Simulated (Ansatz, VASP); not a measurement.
# KTaO3 in two plane-wave programs

Wanted: the spread between two codes on one cell, functional and k mesh.

Method: plane waves, with VASP 6.6.1 beside it; band structure at LDA, band structure at PBE and band structure at PBE, spin-orbit coupling, in Ansatz 0.2.0.

**1. The starting structure**

The structure is cubic, space group Pm-3m (No. 221). The conventional cell has a = 3.988 Å, b = 3.988 Å, c = 3.988 Å, α = 90.00°, β = 90.00°, γ = 90.00°. Nearest to K lie 12 O at 2.82 Å. Nearest to Ta lie 6 O at 1.99 Å. O has 2 Ta at 1.99 Å and 4 K at 2.82 Å nearest. Farther neighbours and most contacts between anions are not listed.

**2. VASP: band structure, LDA**

Levels along a path test the potential and the projectors away from the mesh points.

Lines of VASP's logs that name or quote its potential files are left out, and so is its time.

INCAR reads:

```
SYSTEM = KTaO3
PREC = Accurate
ENCUT = 520
EDIFF = 1E-06
NELM = 100
ISMEAR = 0
SIGMA = 0.02
LREAL = .FALSE.
ALGO = Normal
GGA = CA
NBANDS = 34
LORBIT = 11
LWAVE = .FALSE.
LCHARG = .FALSE.
KPAR = 8
```

POSCAR reads:

```
KTaO3
1.0
    3.9883000000      0.0000000000      0.0000000000
    0.0000000000      3.9883000000      0.0000000000
    0.0000000000      0.0000000000      3.9883000000
K Ta O
1 1 3
Direct
    0.5000000000      0.5000000000      0.5000000000
    0.0000000000      0.0000000000      0.0000000000
    0.5000000000      0.0000000000      0.0000000000
    0.0000000000      0.5000000000      0.0000000000
    0.0000000000      0.0000000000      0.5000000000
```

KPOINTS reads:

```
Automatic mesh
0
Gamma
4 4 4
0 0 0
```

KPOINTS_OPT reads:

```
Line mode
16
Line-mode
Reciprocal
  0.00000000   0.00000000   0.00000000 GAMMA
  0.00000000   0.50000000   0.00000000 X

  0.00000000   0.50000000   0.00000000 X
  0.50000000   0.50000000   0.00000000 M

  0.50000000   0.50000000   0.00000000 M
  0.00000000   0.00000000   0.00000000 GAMMA

  0.00000000   0.00000000   0.00000000 GAMMA
  0.50000000   0.50000000   0.50000000 R

  0.50000000   0.50000000   0.50000000 R
  0.00000000   0.50000000   0.00000000 X

  0.50000000   0.50000000   0.00000000 M
  0.50000000   0.50000000   0.50000000 R
```

The projector-augmented-wave data sets are K_sv, Ta_pv and O (PBE family, release 64).

Command:

```sh
$ mpirun -np 8 vasp_std
```

Numbers of over 12 decimals in the logs are rounded to 6 here.

Output:

```text
[banner, memory and clock lines left out]
running    8 mpi-ranks, on    1 nodes
 distrk:  each k-point on    1 cores,    8 groups
 distr:  one band on    1 cores,    1 groups

 POSCAR found type information on POSCAR K TaO
 POSCAR found :  3 types and       5 ions
|                                                                             |
|           W    W    AA    RRRRR   N    N  II  N    N   GGGG   !!!           |
|           W    W   A  A   R    R  NN   N  II  NN   N  G    G  !!!           |
|           W    W  A    A  R    R  N N  N  II  N N  N  G       !!!           |
|           W WW W  AAAAAA  RRRRR   N  N N  II  N  N N  G  GGG   !            |
|           WW  WW  A    A  R   R   N   NN  II  N   NN  G    G                |
|           W    W  A    A  R    R  N    N  II  N    N   GGGG   !!!           |
|                                                                             |
|     For optimal performance we recommend to set                             |
|       NCORE = 2 up to number-of-cores-per-socket                            |
|     NCORE specifies how many cores store one orbital (NPAR=cpu/NCORE).      |
|     This setting can greatly improve the performance of VASP for DFT.       |
|     The default, NCORE=1 might be grossly inefficient on modern             |
|     multi-core architectures or massively parallel machines. Do your        |
|     Unfortunately you need to use the default for GW and RPA                |
|     calculations (for HF NCORE is supported but not extensively tested      |
|     yet).                                                                   |
|                                                                             |

|                                                                             |
|               ----> ADVICE to this user running VASP <----                  |
|                                                                             |
|     You enforced a specific xc type in the INCAR file but a different       |
|     [... a line on the potential file left out ...]
|     I HOPE YOU KNOW WHAT YOU ARE DOING!                                     |
|                                                                             |

 LDA part: xc-table for (Slater(with rela. corr.)+CA(PZ))
 , standard interpolation
 POSCAR, INCAR and KPOINTS ok, starting setup
 FFT: planning ... GRIDC
 FFT: planning ... GRID_SOFT
 FFT: planning ... GRID
 WAVECAR not read
 entering main loop
       N       E                     dE             d eps       ncg     rms          rms(c)
DAV:   1     0.306183688813E+03    0.30618E+03   -0.19447E+04   680   0.111E+03
DAV:   2    -0.334183254684E+02   -0.33960E+03   -0.32371E+03   776   0.340E+02
DAV:   3    -0.524009482374E+02   -0.18983E+02   -0.18795E+02   884   0.772E+01
DAV:   4    -0.531467400537E+02   -0.74579E+00   -0.74288E+00  1002   0.966E+00
DAV:   5    -0.531546340699E+02   -0.78940E-02   -0.78937E-02   818   0.918E-01    0.342E+01
DAV:   6    -0.455406092680E+02    0.76140E+01   -0.17752E+01   756   0.304E+01    0.132E+01
DAV:   7    -0.452653093666E+02    0.27530E+00   -0.14739E+00   826   0.697E+00    0.983E+00
DAV:   8    -0.451832814464E+02    0.82028E-01   -0.49890E-01   804   0.460E+00    0.343E+00
DAV:   9    -0.451524067980E+02    0.30875E-01   -0.54091E-02   792   0.157E+00    0.250E-01
DAV:  10    -0.451510633543E+02    0.13434E-02   -0.10664E-02   886   0.585E-01    0.127E-01
DAV:  11    -0.451509012212E+02    0.16213E-03   -0.78604E-04   826   0.152E-01    0.560E-02
DAV:  12    -0.451508998533E+02    0.13679E-05   -0.22058E-05   838   0.336E-02    0.374E-02
DAV:  13    -0.451508955798E+02    0.42735E-05   -0.16248E-05   798   0.225E-02    0.281E-03
DAV:  14    -0.451508956139E+02   -0.34062E-07   -0.21075E-07   432   0.287E-03
   1 F= -.45150896E+02 E0= -.45150896E+02  d E =-.200954E-33
 Start KPOINTS_OPT (optional k-point list driver)
k-point batch [1-10\96]
       N       E                     dE             ncg
DAV:   1    -0.528811882464E+03   -0.27365E+04      680
DAV:   2    -0.377427062172E+04   -0.32455E+04      808
DAV:   3    -0.395587355658E+04   -0.18160E+03      840
DAV:   4    -0.396349494767E+04   -0.76214E+01      934
DAV:   5    -0.396355814141E+04   -0.63194E-01      818
DAV:   6    -0.396355967790E+04   -0.15365E-02      980
DAV:   7    -0.396355968533E+04   -0.74319E-05      774
DAV:   8    -0.396355968547E+04   -0.14632E-06      606
[...]
k-point batch [91-96\96]
       N       E                     dE             ncg
DAV:   1     0.503098638816E+04   -0.92925E+04      408
DAV:   2     0.300454081073E+04   -0.20264E+04      460
DAV:   3     0.289292145558E+04   -0.11162E+03      592
DAV:   4     0.289035358035E+04   -0.25679E+01      528
DAV:   5     0.289032033012E+04   -0.33250E-01      536
DAV:   6     0.289031967606E+04   -0.65406E-03      514
DAV:   7     0.289031967146E+04   -0.46045E-05      552
DAV:   8     0.289031967134E+04   -0.12013E-06      366
```

OUTCAR, selected parts (step 2):

```text
ion  position               nearest neighbor table
   1  0.500  0.500  0.500-   3 2.82   4 2.82   5 2.82   3 2.82   4 2.82   3 2.82   5 2.82   3 2.82
                             4 2.82   5 2.82   4 2.82   5 2.82   2 3.45   2 3.45   2 3.45   2 3.45
   2  0.000  0.000  0.000-   3 1.99   4 1.99   5 1.99   5 1.99   4 1.99   3 1.99   1 3.45   1 3.45
                             1 3.45   1 3.45   1 3.45   1 3.45   1 3.45   1 3.45
   3  0.500  0.000  0.000-   2 1.99   2 1.99   1 2.82   1 2.82   1 2.82   1 2.82
   4  0.000  0.500  0.000-   2 1.99   2 1.99   1 2.82   1 2.82   1 2.82   1 2.82
   5  0.000  0.000  0.500-   2 1.99   2 1.99   1 2.82   1 2.82   1 2.82   1 2.82

  LATTYP: Found a simple cubic cell.
 ALAT       =     3.9883000000

 Subroutine GETGRP returns: Found 48 space group operations
 (whereof 48 operations were pure point group operations)

The static configuration has the point symmetry O_h .

 Found     10 irreducible k-points:

   k-points           NKPTS =     10   k-points in BZ     NKDIM =     10   number of bands    NBANDS=     34

   dimension x,y,z NGX =    30 NGY =   30 NGZ =   30
   dimension x,y,z NGXF=    60 NGYF=   60 NGZF=   60

   ENCUT  =  520.0 eV  38.22 Ry    6.18 a.u.   7.42  7.42  7.42*2*pi/ulx,y,z

   NELECT =      38.0000    total number of electrons

 k-points in reciprocal lattice and weights: Automatic mesh
   0.00000000  0.00000000  0.00000000       0.016
   0.25000000  0.00000000  0.00000000       0.094
   0.50000000  0.00000000  0.00000000       0.047
   0.25000000  0.25000000  0.00000000       0.188
   0.50000000  0.25000000  0.00000000       0.188
   0.50000000  0.50000000  0.00000000       0.047
   0.25000000  0.25000000  0.25000000       0.125
   0.50000000  0.25000000  0.25000000       0.188
   0.50000000  0.50000000  0.25000000       0.094
   0.50000000  0.50000000  0.50000000       0.016

 average (electrostatic) potential at core
       1 -32.5135       2 -40.5244       3 -71.7848       4 -71.7848       5 -71.7848

 E-fermi :   1.6036

 k-point     1 :       0.0000    0.0000    0.0000
  band No.  band energies     occupation
    ...
     15       0.3583      2.00000
     16       0.3583      2.00000
     17       0.8155      2.00000
     18       0.8155      2.00000
     19       0.8155      2.00000
     20       3.4452      0.00000
     21       3.4452      0.00000
     22       3.4452      0.00000
     23       7.8091      0.00000
     24       8.1978      0.00000
    ...

 k-point     2 :       0.2500    0.0000    0.0000
  band No.  band energies     occupation
    ...
     15      -0.3999      2.00000
     16      -0.2656      2.00000
     17       0.1034      2.00000
     18       0.6503      2.00000
     19       0.6503      2.00000
     20       3.5260      0.00000
     21       4.9871      0.00000
     22       4.9871      0.00000
     23       8.2222      0.00000
     24       8.7055      0.00000
    ...

 k-point     3 :       0.5000    0.0000    0.0000
  band No.  band energies     occupation
    ...
     15      -0.9056      2.00000
     16      -0.7536      2.00000
     17      -0.1295      2.00000
     18       0.5843      2.00000
     19       0.5843      2.00000
     20       3.6105      0.00000
     21       6.3659      0.00000
     22       6.3659      0.00000
     23       8.2377      0.00000
     24       9.8430      0.00000
    ...

  Total       -1.6003886     -1.6003886     -1.6003886     -0.0000000     -0.0000000      0.0000000
  in kB      -40.4177915    -40.4177915    -40.4177915     -0.0000000     -0.0000000      0.0000000
  external PRESSURE =     -40.4177915 kB  Pullay stress =       0.0000000 kB

  energy-cutoff  :      520.00
  volume of cell :       63.44
      direct lattice vectors                 reciprocal lattice vectors
     3.988300000  0.000000000  0.000000000     0.250733395  0.000000000  0.000000000
     0.000000000  3.988300000  0.000000000     0.000000000  0.250733395  0.000000000
     0.000000000  0.000000000  3.988300000     0.000000000  0.000000000  0.250733395

 POSITION                                       TOTAL-FORCE (eV/Angst)
 -----------------------------------------------------------------------------------
      1.99415      1.99415      1.99415         0.000000      0.000000      0.000000
      0.00000      0.00000      0.00000         0.000000      0.000000      0.000000
      1.99415      0.00000      0.00000         0.000000      0.000000      0.000000
      0.00000      1.99415      0.00000         0.000000      0.000000      0.000000
      0.00000      0.00000      1.99415         0.000000      0.000000      0.000000
 -----------------------------------------------------------------------------------
    total drift:                                0.000000     -0.000000      0.000000

  FREE ENERGIE OF THE ION-ELECTRON SYSTEM (eV)
  ---------------------------------------------------
  free  energy   TOTEN  =       -45.1508956139 eV

  energy  without entropy=      -45.1508956139  energy(sigma->0) =      -45.15089561

 total charge
# of ion       s       p       d       tot
------------------------------------------
    1        1.957   5.536   0.050   7.543
    2        0.342   6.361   2.081   8.784
    3        1.549   3.495   0.000   5.044
    4        1.549   3.495   0.000   5.044
    5        1.549   3.495   0.000   5.044
--------------------------------------------------
tot          6.946  22.381   2.131  31.458

[... 3 further parts left out ...]
```

The PAW data sets were made with PBE, though LDA sets exist; this is a small mismatch. At this level the cell is under a tension of 4.0 GPa, so at these settings it is away from equilibrium.

**3. Ansatz: band structure, LDA**

Ansatz runs on its default PAW (the set named soft_2) files.

The same cell, functional (in two slightly different forms), mesh and smearing now go to Ansatz, which takes its cutoff from its data sets.

input.yaml reads:

```yaml
crystal:
  lattice:
    - [3.9883, 0.0, 0.0]
    - [0.0, 3.9883, 0.0]
    - [0.0, 0.0, 3.9883]
  atoms:
    - { symbol: K, position: [0.5, 0.5, 0.5] }
    - { symbol: Ta, position: [0.0, 0.0, 0.0] }
    - { symbol: O, position: [0.5, 0.0, 0.0] }
    - { symbol: O, position: [0.0, 0.5, 0.0] }
    - { symbol: O, position: [0.0, 0.0, 0.5] }
hamiltonian:
  xc: lda
  pseudopotentials: { kind: paw }
kpoints:
  mp_grid: { grid: [4, 4, 4] }
  band_path:
    path:
      - [0.0, 0.0, 0.0]
      - [0.0, 0.1, 0.0]
      - [0.0, 0.2, 0.0]
      - [0.0, 0.3, 0.0]
      - [0.0, 0.43333, 0.0]
      - [0.0, 0.5, 0.0]
      - [0.1, 0.5, 0.0]
      - [0.2, 0.5, 0.0]
      - [0.33333, 0.5, 0.0]
      - [0.43333, 0.5, 0.0]
      - [0.5, 0.5, 0.0]
      - [0.36667, 0.36667, 0.0]
      - [0.26667, 0.26667, 0.0]
      - [0.16667, 0.16667, 0.0]
      - [0.06667, 0.06667, 0.0]
      - [0.03333, 0.03333, 0.03333]
      - [0.13333, 0.13333, 0.13333]
      - [0.23333, 0.23333, 0.23333]
      - [0.33333, 0.33333, 0.33333]
      - [0.46667, 0.46667, 0.46667]
      - [0.5, 0.5, 0.5]
      - [0.46667, 0.5, 0.46667]
      - [0.36667, 0.5, 0.36667]
      - [0.23333, 0.5, 0.23333]
      - [0.13333, 0.5, 0.13333]
      - [0.03333, 0.5, 0.03333]
      - [0.5, 0.5, 0.03333]
      - [0.5, 0.5, 0.16667]
      - [0.5, 0.5, 0.26667]
      - [0.5, 0.5, 0.36667]
      - [0.5, 0.5, 0.5]
    npoints: 1
scf:
  occupations: { method: gaussian, width: 0.02 }
  n_extra_bands: 8
output:
  forces: true
  stress: true
  eigenvalues: true
  write_density: true
  write_potential: true
  elf: true
  volumetric_format: npy
```

Command:

```sh
$ ansatz run input.yaml --threads 2 --pin off --max-ram 4608MiB --backend cpu --events-out ev --progress --plain --runs-dir out
```

Output:

```text
scf.n_extra_bands = 8 over 20 filled bands (N_el = 40.0): the run solves 28 bands
Engine: ansatz 0.2.0, aarch64-unknown-linux-gnu
Pseudopotentials: kind: paw
Pseudopotential: K, paw, valence charge 9, recommended cutoff 420 eV (normal), K.paw.azcp
Pseudopotential: Ta, paw, valence charge 13, recommended cutoff 420 eV (normal), Ta.paw.azcp
Pseudopotential: O, paw, valence charge 6, recommended cutoff 420 eV (normal), O.paw.azcp
Functional definition: SPW92
  exchange = slater_x
  correlation = pw_c
Crystal: 5 atoms, lattice volume = 63.440 Å³
Basis set: ecut = 420 eV, 1237 PW (Γ)
Bands: 28, of which v1, the nominal top of the filled ones, is band 20 counted from 1 (19 counted from 0)
Symmetry: 48 space group operations
Space group: Pm-3m (ITA 221), of the structure as read, at distance tolerance 4.0e-5 Å
k-points: 10 of 64
Non-local potential: K, projectors of the file, l = 0: 3, l = 1: 2, l = 2: 2
Non-local potential: Ta, projectors of the file, l = 0: 3, l = 1: 2, l = 2: 2, l = 3: 1
Non-local potential: O, projectors of the file, l = 0: 2, l = 1: 2, l = 2: 1
PAW form: soft (Blöchl's): semilocal exchange-correlation on the pseudo side does not see the compensation charge
PAW frozen core: K, regenerated for the run's functional, and the local potential with it (the file was generated under x = pbe(κ = 0.804, μ = 0.219515), c = pbe(β = 0.066725))
PAW frozen core: Ta, regenerated for the run's functional, and the local potential with it (the file was generated under x = pbe(κ = 0.804, μ = 0.219515), c = pbe(β = 0.066725))
PAW frozen core: O, regenerated for the run's functional, and the local potential with it (the file was generated under x = pbe(κ = 0.804, μ = 0.219515), c = pbe(β = 0.066725))
PAW one-centre angular grid: K, 110 points (default); XC on 64 Gauss nodes
PAW one-centre angular grid: Ta, 590 points (default); XC on 64 Gauss nodes
PAW one-centre angular grid: O, 110 points (default); XC on 64 Gauss nodes
Initial density: superposition of atomic densities (neutral atoms: chi_scale 0, normalization atom), corrected by the library's trained network
Initial wavefunctions: pseudopotential atomic-orbital guess
Functional: x = slater, c = lda
SCF iter   1: F=—  HF=-12851.019464 eV  |F-HF|=—  |Δ(HF+E_count)|=         —  Δρ=1.90e-2  dr2=2.14e-1  ethr=1.77e-3  ⟨swp⟩=6.2  Hψ=1366  notcnv=0
preconditioner: auto → Resta (q_TF=auto, 2.526 Å⁻¹)  ε∞=4.2  [insulator: Δε(μ)=1.741 eV  Ē_g=14.301 eV  σ=0.020 eV  W_gap=1.00  n_scr=18 (ndim 8)  ℏωp=25.5 eV  f_vac=0.012  D(μ)=0.00/eV (n_scr^D=0)  ε∞_Penn≈4.2]
SCF iter   2: F=—  HF=-12850.973274 eV  |F-HF|=—  |Δ(HF+E_count)|=   4.62e-2  Δρ=6.83e-3  dr2=1.63e-2  ethr=5.36e-4  ⟨swp⟩=2.0  Hψ=500  notcnv=0  defer=27
SCF iter   3: F=—  HF=-12850.969090 eV  |F-HF|=—  |Δ(HF+E_count)|=   4.18e-3  Δρ=2.51e-3  dr2=2.31e-3  ethr=4.08e-5  ⟨swp⟩=2.0  Hψ=428  notcnv=0  defer=31
SCF iter   4: F=—  HF=-12850.968428 eV  |F-HF|=—  |Δ(HF+E_count)|=   6.62e-4  Δρ=3.24e-4  dr2=4.67e-5  ethr=5.79e-6  ⟨swp⟩=2.8  Hψ=441  notcnv=0  defer=31
SCF iter   5: F=—  HF=-12850.968429 eV  |F-HF|=—  |Δ(HF+E_count)|=   1.18e-6  Δρ=4.56e-5  dr2=1.92e-6  ethr=1.17e-7  ⟨swp⟩=1.2  Hψ=251  notcnv=0  defer=31
SCF iter   6: F=—  HF=-12850.968430 eV  |F-HF|=—  |Δ(HF+E_count)|=   2.75e-7  Δρ=1.25e-5  dr2=1.29e-7  ethr=4.79e-9  ⟨swp⟩=2.2  Hψ=359  notcnv=0  defer=31
SCF iter   7: F=-12850.968430 eV  HF=-12850.968430 eV  |F-HF|=8.37e-11  |Δ(HF+E_count)|=   6.83e-9  Δρ=1.97e-6  dr2=2.22e-9  ethr=2.50e-10  ⟨swp⟩=11.7  Hψ=1719  notcnv=0
SCF 1 converged in 7 iterations: F = -12850.968430 eV  dr2 = 2.22e-9
  greatest PAW one-centre occupation: 1.000 electrons in one spin orbital (limit 2), on the Ta atom at site 1 (counted from 0), in its partial waves of l = 0
NSCF: frozen V_eff on 31 k-points
SCF converged after 7 iterations
Free energy (F): -12850.968430 eV
Harris-Foulkes:  -12850.968430 eV  (|F-HF|=8.37e-11)
Internal energy: -12850.968430 eV  (E = F + TS)
E sigma→0 (E₀):  -12850.968430 eV
Fermi energy:    9.430244 eV
--- Per-component energies (eV) ---
  E_band       = -263.915432
  E_kinetic    = 1140.536981
  E_local      = -2227.745596  (includes V_loc(G=0)·N_el)
  E_nonlocal   = 184.653696
  E_hartree    = 772.474113
  E_xc         = -567.282415
  E_vxc        = -647.263734  (∫ρ·V_xc dr)
  E_paw        = -9333.082542  (= ΣΔE_a)
  E_vpaw       = -259.052633  (= ΣTr[D̂ρ^β])
  E_aug_tail   = 0.007550  (compensation charges beyond the density's cutoff)
  E_ewald      = -2821.337382
  E_core_change = 0.807167  (= ΣΔE_core)
  E_smearing   = -0.000000  (= −TS)
  E_closure    = 0.000000  (closes the sum)
  Σ components = -12850.968430   (vs F -12850.968430, Δ=0.00e0)
--- Forces (eV/Å), atoms counted from 1 ---
  atom   1  K      0.00000000    -0.00000000     0.00000000
  atom   2  Ta     0.00000000     0.00000000     0.00000000
  atom   3  O      0.00000000    -0.00000000     0.00000000
  atom   4  O      0.00000000     0.00000000    -0.00000000
  atom   5  O      0.00000000     0.00000000     0.00000000
  max |Σ_I F_I| component: 2.36e-29 eV/Å
--- Stress (GPa, compression-positive) ---
       -5.586033       0.000000       0.000000
       -0.000000      -5.586033       0.000000
       -0.000000       0.000000      -5.586033
  P = ⅓ Tr σ = -5.5860 GPa (-55.860 kbar)
--- Band table (eV; the first three rows and the last of 10) ---
  k-point 0: bands = [... 16 lower, 7.3342, 7.7861, 7.7861, 7.7861, 10.4572, 10.4572, 10.4572, 14.7749, ... 4 higher]
  k-point 1: bands = [... 16 lower, 6.7133, 7.0812, 7.6223, 7.6223, 10.5372, 11.9840, 11.9840, 15.2194, ... 4 higher]
  k-point 2: bands = [... 16 lower, 6.2265, 6.8497, 7.5560, 7.5560, 10.6209, 13.3553, 13.3553, 15.2353, ... 4 higher]
  k-point 9: bands = [... 16 lower, 4.4657, 8.4033, 8.4033, 8.4033, 14.8163, 14.8163, 14.8163, 17.1324, ... 4 higher]
```

Run time: 2.1 s. Hardware: 2 threads of Arm Neoverse V1, shared host; peak memory 0.3 GiB; 3.4 s of CPU time.

The column dr2 measures how far the density is from self-consistency, as an energy; F and HF (Harris–Foulkes) agree once it is small.

[end of part 1 of 3]

[Lines on the potential files, build, host, timing and source positions are cut from VASP's logs without a mark.]

[Logs are printed without paths, hosts, clocks, repeated set-up lines and the standing remarks that a program may print on its own settings, such as how far it seeks lower states.]

[Hosts, paths, dates, database ids (printed as entryN), source tags and the programs' standing remarks are cut or masked in the printed files.]

[VASP's PBE data sets in a run with another functional are called a small mismatch above; for pressures it isn't always small: they can move by 1 GPa and more.]
